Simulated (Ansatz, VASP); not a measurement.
**Si7Ge17 (generalised stacking fault on (111) (glide set) of a Ge-Si solid solution): VASP beside Ansatz**

Aim: how closely do two programs agree when they are given the same cell, functional and k mesh? Of the first pair: The structure shown is the start of the Ansatz relaxation below; VASP solves that cell, so the two are compared at the walk's first step.

Main program and level: Ansatz 0.2.0; plane waves, with VASP 6.6.1 beside it; single point at PBE.

## Step 1: The structure

The cell holds 72 atoms: 51 Ge and 21 Si. Its edges and angles: a = 6.849 Å, b = 11.862 Å, c = 19.579 Å, α = 90.0°, β = 88.3°, γ = 90.0°. It derives from Ge. As first built, before any earlier steps moved the atoms (in the runner's words): diamond-structure Ge (a = 5.5919 A), cell with z along [111], 1 x 3 x 2 periods; the third cell vector is tilted by 0.083 of 1/2[11-2] and lengthened by 0.2 A, so the cell holds one fault (glide set); displaced by a Gaussian of 0.01 A; 21 of 72 Ge sites given to Si at random (lattice constant by Vegard's rule between Ge and Si). The structure's axis is c.

## Step 2: Ansatz: relaxation, PBE

Ansatz runs on its default PAW (the set named soft_2) files.

The two programs are compared at the cell with which this relaxation starts, whose forces are those of its first step.

Contents of input.yaml:

```yaml
crystal:
  lattice:
    - [6.84865, 0.0, 0.0]
    - [0.0, 11.86221, 0.0]
    - [0.5707, 0.0, 19.57091]
  atoms:
    - { symbol: Ge, position: [0.49677, 0.16762, 0.0209] }
    - { symbol: Ge, position: [0.48619, 0.16677, 0.14499] }
    - { symbol: Ge, position: [0.81705, 0.16683, 0.18546] }
    - { symbol: Si, position: [0.8059, 0.16645, 0.30862] }
    - { symbol: Si, position: [0.99902, 0.00021, 0.02095] }
    - { symbol: Ge, position: [0.98785, 0.99899, 0.14373] }
    - { symbol: Si, position: [0.31558, 0.9999, 0.18511] }
    - { symbol: Ge, position: [0.30509, 0.00087, 0.31042] }
    - { symbol: Ge, position: [0.63723, 0.00085, 0.35052] }
    - { symbol: Si, position: [0.62627, 0.00022, 0.47445] }
    - { symbol: Si, position: [0.49855, 0.50021, 0.02067] }
    - { symbol: Si, position: [0.49071, 0.49971, 0.14401] }
    - { symbol: Ge, position: [0.8167, 0.50021, 0.18627] }
    - { symbol: Ge, position: [0.80629, 0.49976, 0.30857] }
    - { symbol: Si, position: [0.99858, 0.3347, 0.02084] }
    - { symbol: Ge, position: [0.98712, 0.33449, 0.14516] }
    - { symbol: Ge, position: [0.31766, 0.33224, 0.186] }
    - { symbol: Si, position: [0.30659, 0.33256, 0.30957] }
    - { symbol: Ge, position: [0.63734, 0.33365, 0.35017] }
    - { symbol: Si, position: [0.62587, 0.33388, 0.47416] }
    - { symbol: Ge, position: [0.13519, 0.16623, 0.35066] }
    - { symbol: Ge, position: [0.12557, 0.16713, 0.47498] }
    - { symbol: Si, position: [0.45682, 0.1674, 0.51569] }
    - { symbol: Si, position: [0.44958, 0.16727, 0.63986] }
    - { symbol: Ge, position: [0.77638, 0.16585, 0.68014] }
    - { symbol: Si, position: [0.76647, 0.16518, 0.80394] }
    - { symbol: Ge, position: [0.9562, 0.00054, 0.51573] }
    - { symbol: Ge, position: [0.94389, 0.0006, 0.63968] }
    - { symbol: Si, position: [0.27478, 0.99973, 0.68087] }
    - { symbol: Ge, position: [0.26736, 0.99954, 0.80449] }
    - { symbol: Ge, position: [0.59584, 0.00194, 0.84568] }
    - { symbol: Si, position: [0.58628, 0.99883, 0.96892] }
    - { symbol: Ge, position: [0.49805, 0.83278, 0.0208] }
    - { symbol: Si, position: [0.48926, 0.83254, 0.14464] }
    - { symbol: Ge, position: [0.81731, 0.83283, 0.18601] }
    - { symbol: Ge, position: [0.80959, 0.83216, 0.30854] }
    - { symbol: Ge, position: [0.00168, 0.66635, 0.02112] }
    - { symbol: Ge, position: [0.98842, 0.66772, 0.14416] }
    - { symbol: Ge, position: [0.31702, 0.6677, 0.18586] }
    - { symbol: Ge, position: [0.309, 0.66774, 0.30956] }
    - { symbol: Ge, position: [0.6373, 0.66586, 0.35072] }
    - { symbol: Ge, position: [0.62946, 0.66727, 0.47475] }
    - { symbol: Ge, position: [0.13468, 0.50185, 0.35025] }
    - { symbol: Ge, position: [0.12428, 0.49947, 0.47455] }
    - { symbol: Ge, position: [0.45912, 0.50011, 0.51615] }
    - { symbol: Ge, position: [0.44361, 0.50034, 0.63859] }
    - { symbol: Ge, position: [0.77714, 0.49929, 0.68116] }
    - { symbol: Ge, position: [0.76576, 0.50134, 0.80385] }
    - { symbol: Si, position: [0.95727, 0.33334, 0.51632] }
    - { symbol: Si, position: [0.94699, 0.33322, 0.63928] }
    - { symbol: Ge, position: [0.27654, 0.33457, 0.67984] }
    - { symbol: Ge, position: [0.26384, 0.33329, 0.80468] }
    - { symbol: Ge, position: [0.59694, 0.33334, 0.84557] }
    - { symbol: Ge, position: [0.58474, 0.3334, 0.96947] }
    - { symbol: Ge, position: [0.09594, 0.16743, 0.8461] }
    - { symbol: Ge, position: [0.0877, 0.16669, 0.96899] }
    - { symbol: Ge, position: [0.13619, 0.83276, 0.34939] }
    - { symbol: Ge, position: [0.12558, 0.83322, 0.47452] }
    - { symbol: Ge, position: [0.45519, 0.83287, 0.51494] }
    - { symbol: Ge, position: [0.44471, 0.83405, 0.63959] }
    - { symbol: Ge, position: [0.77808, 0.83473, 0.68029] }
    - { symbol: Ge, position: [0.7668, 0.83299, 0.80497] }
    - { symbol: Ge, position: [0.95584, 0.66637, 0.51505] }
    - { symbol: Ge, position: [0.94651, 0.66774, 0.63969] }
    - { symbol: Ge, position: [0.27633, 0.66596, 0.68025] }
    - { symbol: Ge, position: [0.26701, 0.66689, 0.80435] }
    - { symbol: Ge, position: [0.5962, 0.66607, 0.84572] }
    - { symbol: Si, position: [0.58668, 0.66567, 0.96911] }
    - { symbol: Si, position: [0.0949, 0.4992, 0.8467] }
    - { symbol: Si, position: [0.08781, 0.50099, 0.96973] }
    - { symbol: Ge, position: [0.09698, 0.83368, 0.84522] }
    - { symbol: Si, position: [0.08514, 0.83374, 0.969] }
kpoints:
  mp_grid: { grid: [2, 1, 1] }
hamiltonian:
  xc: pbe
scf:
  occupations: { method: fermi_dirac, width: 0.025 }
output:
  forces: true
relax:
  f_tol: 0.04
  max_steps: 150
  constraints:
    - { sites: [0, 1, 2, 3, 4, 5, 6, 7, 8, 9, 10, 11, 12, 13, 14, 15, 16, 17, 18, 19, 20, 21, 22, 23, 24, 25, 26, 27, 28, 29, 30, 31, 32, 33, 34, 35, 36, 37, 38, 39, 40, 41, 42, 43, 44, 45, 46, 47, 48, 49, 50, 51, 52, 53, 54, 55, 56, 57, 58, 59, 60, 61, 62, 63, 64, 65, 66, 67, 68, 69, 70, 71], fix: xy }
```

On the command line:

```
ansatz run input.yaml --threads 4 --pin off --max-ram 8192MiB --backend cpu --events-out ev --progress --plain --runs-dir out
```

Numbers of over 12 decimals in the logs are rounded to 6 here.

Output:

```text
Engine: ansatz 0.2.0, aarch64-unknown-linux-gnu
Pseudopotentials: kind: paw
Pseudopotential: Ge, paw, valence charge 14, recommended cutoff 420 eV (normal), Ge.paw.azcp
Pseudopotential: Si, paw, valence charge 4, recommended cutoff 420 eV (normal), Si.paw.azcp
Functional definition: PBE
  parameter kappa = 0.804
  parameter beta = 0.066725
  exchange = pbe_x(kappa = kappa, mu = beta*pi^2/3)
  correlation = pbe_c(beta = beta)
Crystal: 72 atoms, lattice volume = 1589.943 Å³
Basis set: ecut = 420 eV, 31103 PW (Γ), exchange–correlation on 96×160×270 points (8 copies of the dense FFT grid, shifted against one another)
Bands: 479, of which v1, the nominal top of the filled ones, is band 399 counted from 1 (398 counted from 0)
Symmetry: 1 space group operations
Space group: P1 (ITA 1), of the structure as read, at distance tolerance 1.2e-4 Å
k-points: 2
Non-local potential: Ge, projectors of the file, l = 0: 2, l = 1: 2, l = 2: 3, l = 3: 1
Non-local potential: Si, projectors of the file, l = 0: 2, l = 1: 2, l = 2: 2
PAW form: soft (Blöchl's): semilocal exchange-correlation on the pseudo side does not see the compensation charge
PAW one-centre angular grid: Ge, 590 points (default); XC on 64 Gauss nodes
PAW one-centre angular grid: Si, 110 points (default); XC on 64 Gauss nodes
Initial density: superposition of atomic densities (neutral atoms: chi_scale 0, normalization atom), corrected by the library's trained network
Initial wavefunctions: pseudopotential atomic-orbital guess
Functional: x = pbe(κ = 0.804, μ = 0.219515), c = pbe(β = 0.066725)
SCF iter   1: F=—  HF=-232384.332933 eV  |F-HF|=—  |Δ(HF+E_count)|=         —  Δρ=2.74e-3  dr2=4.46e-1  ethr=1.77e-3  ⟨swp⟩=5.5  Hψ=3384  notcnv=0  defer=47
preconditioner: auto → Resta (q_TF=auto, 2.432 Å⁻¹)  ε∞=2.7  [insulator: Δε(μ)=0.265 eV  Ē_g=20.305 eV  σ=0.025 eV  W_gap=0.99  n_scr=386 (ndim 8)  ℏωp=26.3 eV  f_vac=0.024  D(μ)=0.49/eV (n_scr^D=0)  ε∞_Penn≈2.7]
SCF iter   2: F=—  HF=-232384.322680 eV  |F-HF|=—  |Δ(HF+E_count)|=   1.03e-2  Δρ=1.86e-3  dr2=9.14e-1  ethr=5.59e-5  ⟨swp⟩=3.0  Hψ=1934  notcnv=0  defer=126
preconditioner: auto → LDOS  [insulator: Δε(μ)=0.107 eV  Ē_g=20.301 eV  σ=0.025 eV  W_gap=0.79  n_scr=386 (ndim 8)  ℏωp=26.3 eV  f_vac=0.023  D(μ)=7.57/eV (n_scr^D=16)  ε∞_Penn≈2.7  β→1.0]
SCF iter   3: F=—  HF=-232384.265620 eV  |F-HF|=—  |Δ(HF+E_count)|=   5.71e-2  Δρ=7.32e-4  dr2=3.70e-2  ethr=5.59e-5  ⟨swp⟩=4.0  Hψ=1050  notcnv=0  defer=126
SCF iter   4: F=—  HF=-232384.261261 eV  |F-HF|=—  |Δ(HF+E_count)|=   4.36e-3  Δρ=3.19e-4  dr2=5.83e-3  ethr=4.64e-6  ⟨swp⟩=2.0  Hψ=1920  notcnv=0  defer=122
SCF iter   5: F=—  HF=-232384.259554 eV  |F-HF|=—  |Δ(HF+E_count)|=   1.71e-3  Δρ=6.96e-5  dr2=3.07e-4  ethr=7.30e-7  ⟨swp⟩=2.0  Hψ=1638  notcnv=0  defer=122
SCF iter   6: F=-232384.259489 eV  HF=-232384.259505 eV  |F-HF|=1.61e-5  |Δ(HF+E_count)|=   4.92e-5  Δρ=2.39e-5  dr2=2.82e-5  ethr=5.01e-9  ⟨swp⟩=2.0  Hψ=3009  notcnv=0
SCF 1 converged in 6 iterations: F = -232384.259489 eV  dr2 = 2.82e-5
  greatest PAW one-centre occupation: 0.998 electrons in one spin orbital (limit 2), on the Ge atom at site 0 (counted from 0), in its partial waves of l = 2
relax step   1: F+E_penalty+E_count = -232384.25948858 eV  Δ(F+E_penalty+E_count) = +0.000e0 eV  max|allowed force component| = 8.168e-1 eV/Å  Δτ_max = 0.0000 Å  (6 SCF iters, dr2 threshold 4.00e-5 eV, accepted)
Initial density: handed on by an earlier stage of this run
Initial wavefunctions: those handed on with the density
iter 1 solved again at ethr=1.91e-5 eV; its pass at ethr=3.10e-3 eV (dr2=1.53e-1 eV) is discarded
SCF iter   1: F=—  HF=-232384.643210 eV  |F-HF|=—  |Δ(HF+E_count)|=         —  Δρ=4.07e-3  dr2=1.62e-1  ethr=1.91e-5  ⟨swp⟩=2.0  Hψ=2956  notcnv=0  defer=122
preconditioner: auto → LDOS  [insulator: Δε(μ)=0.203 eV  Ē_g=20.297 eV  σ=0.025 eV  W_gap=0.97  n_scr=386 (ndim 8)  ℏωp=26.3 eV  f_vac=0.023  D(μ)=1.46/eV (n_scr^D=2)  ε∞_Penn≈2.7  β→1.0]
SCF iter   2: F=—  HF=-232384.660070 eV  |F-HF|=—  |Δ(HF+E_count)|=   1.69e-2  Δρ=1.37e-3  dr2=1.49e-1  ethr=1.91e-5  ⟨swp⟩=4.5  Hψ=1706  notcnv=0  defer=122
SCF iter   3: F=—  HF=-232384.631785 eV  |F-HF|=—  |Δ(HF+E_count)|=   2.83e-2  Δρ=5.51e-4  dr2=2.57e-2  ethr=1.87e-5  ⟨swp⟩=3.5  Hψ=1178  notcnv=0  defer=122
SCF iter   4: F=—  HF=-232384.627594 eV  |F-HF|=—  |Δ(HF+E_count)|=   4.19e-3  Δρ=1.66e-4  dr2=1.54e-3  ethr=3.22e-6  ⟨swp⟩=2.0  Hψ=1145  notcnv=0  defer=122
SCF iter   5: F=—  HF=-232384.627254 eV  |F-HF|=—  |Δ(HF+E_count)|=   3.40e-4  Δρ=3.55e-5  dr2=3.61e-5  ethr=1.93e-7  ⟨swp⟩=2.0  Hψ=1069  notcnv=0  defer=122
SCF iter   6: F=-232384.627251 eV  HF=-232384.627253 eV  |F-HF|=2.14e-6  |Δ(HF+E_count)|=   1.34e-6  Δρ=1.32e-5  dr2=4.93e-6  ethr=4.52e-9  ⟨swp⟩=4.0  Hψ=2613  notcnv=0
SCF 2 converged in 6 iterations: F = -232384.627251 eV  dr2 = 4.93e-6
[...]
atom  21  Ge    -0.08669455     0.29623847     0.01512386
  atom  22  Ge     0.33779682     0.35699299     0.01258324
  atom  23  Si     0.33736364    -0.08742550    -0.00874866
  atom  24  Si    -0.36237779    -0.39176573    -0.00239322
  atom  25  Ge    -0.17192125     0.59404053    -0.00472421
  atom  26  Si    -0.07038802     0.20417004    -0.00535902
  atom  27  Ge    -0.43941855    -0.12432137    -0.01277605
  atom  28  Ge     0.46081894    -0.09582344    -0.00724574
  atom  29  Si     0.27533203     0.60397537    -0.00147744
  atom  30  Ge    -0.02982696    -0.01454350     0.01735767
  atom  31  Ge     0.04566858     0.07561339    -0.00417300
  atom  32  Si     1.68516914     0.22196497     0.01121476
  atom  33  Ge    -1.56559948     0.04683596     0.00983450
  atom  34  Si    -0.32574547     0.57562413    -0.00445716
  atom  35  Ge    -0.22848351     0.08305423     0.00738378
  atom  36  Ge    -0.33186871     0.27824472    -0.01399801
  atom  37  Ge    -1.74557399    -0.06297963    -0.00882443
  atom  38  Ge    -0.17782609    -0.13289162     0.00723436
  atom  39  Ge     0.58138981    -0.29520152    -0.00249895
  atom  40  Ge    -0.13169624    -0.13195103    -0.00831782
  atom  41  Ge     0.03495351     0.04334766     0.01529473
  atom  42  Ge    -0.11407219    -0.00578328     0.01753487
  atom  43  Ge     0.37343805    -0.46123068     0.01705571
  atom  44  Ge    -0.03985632    -0.26568980     0.01490315
[...]
atom  65  Ge     0.04805559     0.14467701    -0.00200257
  atom  66  Ge    -0.19386081    -0.42695982     0.00284994
  atom  67  Ge     0.04458680     0.02504262    -0.00827875
  atom  68  Si     1.59432321    -0.23605107     0.02343531
  atom  69  Si     0.09911548    -0.00726662    -0.00151078
  atom  70  Si     1.58294887    -0.63615064    -0.01057376
  atom  71  Ge     0.14213204     0.23074819    -0.01932200
  atom  72  Si     1.61275967     0.54491447     0.00142820
  max |Σ_I F_I| component: 1.27e-5 eV/Å
--- Relaxed structure (3 steps of the walk, 3 accepted, 0 SCFs on fresh bases) ---
  F+E_penalty+E_count = -232384.63721436 eV   max|allowed force component| = 2.601e-2 eV/Å
  atoms:
    - { symbol: Ge, position: [0.496712, 0.16762, 0.021591] }
    - { symbol: Ge, position: [0.486143, 0.166770, 0.145550] }
    - { symbol: Ge, position: [0.816851, 0.166830, 0.187844] }
    - { symbol: Si, position: [0.805705, 0.166450, 0.310965] }
    - { symbol: Si, position: [0.999161, 0.00021, 0.019262] }
    - { symbol: Ge, position: [0.988059, 0.998990, 0.141228] }
    - { symbol: Si, position: [0.315837, 0.999900, 0.182020] }
    - { symbol: Ge, position: [0.305555, 0.00087, 0.304845] }
    - { symbol: Ge, position: [0.637108, 0.00085, 0.351978] }
    - { symbol: Si, position: [0.626156, 0.00022, 0.475816] }
    - { symbol: Si, position: [0.498478, 0.50021, 0.021531] }
    - { symbol: Si, position: [0.490877, 0.499710, 0.142001] }
    - { symbol: Ge, position: [0.817023, 0.50021, 0.182391] }
    - { symbol: Ge, position: [0.806438, 0.499760, 0.306799] }
    - { symbol: Si, position: [0.998837, 0.334700, 0.017750] }
    - { symbol: Ge, position: [0.987539, 0.334490, 0.140134] }
    - { symbol: Ge, position: [0.317525, 0.332240, 0.187623] }
    - { symbol: Si, position: [0.306475, 0.332560, 0.310953] }
    - { symbol: Ge, position: [0.637114, 0.33365, 0.352883] }
    - { symbol: Si, position: [0.625627, 0.333880, 0.477076] }
    - { symbol: Ge, position: [0.135286, 0.16623, 0.349504] }
    - { symbol: Ge, position: [0.125548, 0.167130, 0.475248] }
    - { symbol: Si, position: [0.456759, 0.167400, 0.516424] }
    - { symbol: Si, position: [0.449725, 0.167270, 0.638124] }
    - { symbol: Ge, position: [0.776204, 0.16585, 0.682255] }
    - { symbol: Si, position: [0.766330, 0.165180, 0.805624] }
    - { symbol: Ge, position: [0.956216, 0.00054, 0.515542] }
    - { symbol: Ge, position: [0.943877, 0.0006, 0.639836] }
    - { symbol: Si, position: [0.275030, 0.999730, 0.677875] }
    - { symbol: Ge, position: [0.267641, 0.999540, 0.801121] }
    - { symbol: Ge, position: [0.595567, 0.00194, 0.848958] }
    - { symbol: Si, position: [0.586090, 0.998830, 0.971199] }
    - { symbol: Ge, position: [0.497839, 0.832780, 0.023332] }
    - { symbol: Si, position: [0.489202, 0.83254, 0.145339] }
    - { symbol: Ge, position: [0.817472, 0.832830, 0.184067] }
    - { symbol: Ge, position: [0.809614, 0.832160, 0.308247] }
    - { symbol: Ge, position: [0.00185676, 0.666350, 0.018999] }
    - { symbol: Ge, position: [0.988609, 0.667720, 0.141895] }
    - { symbol: Ge, position: [0.317341, 0.667700, 0.182009] }
[...]
- { symbol: Si, position: [0.957209, 0.333340, 0.517049] }
    - { symbol: Si, position: [0.947100, 0.333220, 0.637959] }
[...]
- { symbol: Ge, position: [0.777790, 0.834730, 0.683776] }
    - { symbol: Ge, position: [0.766506, 0.832990, 0.808499] }
    - { symbol: Ge, position: [0.955686, 0.666370, 0.516893] }
    - { symbol: Ge, position: [0.946413, 0.667740, 0.640853] }
    - { symbol: Ge, position: [0.276027, 0.665960, 0.683888] }
    - { symbol: Ge, position: [0.266632, 0.666890, 0.808892] }
    - { symbol: Ge, position: [0.595650, 0.66607, 0.852323] }
    - { symbol: Si, position: [0.586305, 0.665670, 0.973606] }
    - { symbol: Si, position: [0.094834, 0.499200, 0.847497] }
    - { symbol: Si, position: [0.088007, 0.50099, 0.967364] }
    - { symbol: Ge, position: [0.096588, 0.833680, 0.849928] }
    - { symbol: Si, position: [0.084975, 0.833740, 0.970982] }
```

Reading the cycles: dr2 is the Hartree energy of the density residual (eV), the measure of convergence; HF is the Harris–Foulkes estimate of the energy, which meets the free energy F at convergence.

(Continued in part 2 of 4.)

[Lines on the potential files, build, host, timing and source positions are cut from VASP's logs without a mark.]

[Logs are printed without paths, hosts, clocks, repeated set-up lines and the standing remarks that a program may print on its own settings, such as how far it seeks lower states.]

[Hosts, paths, dates, database ids (printed as entryN), source tags and the programs' standing remarks are cut or masked in the printed files.]
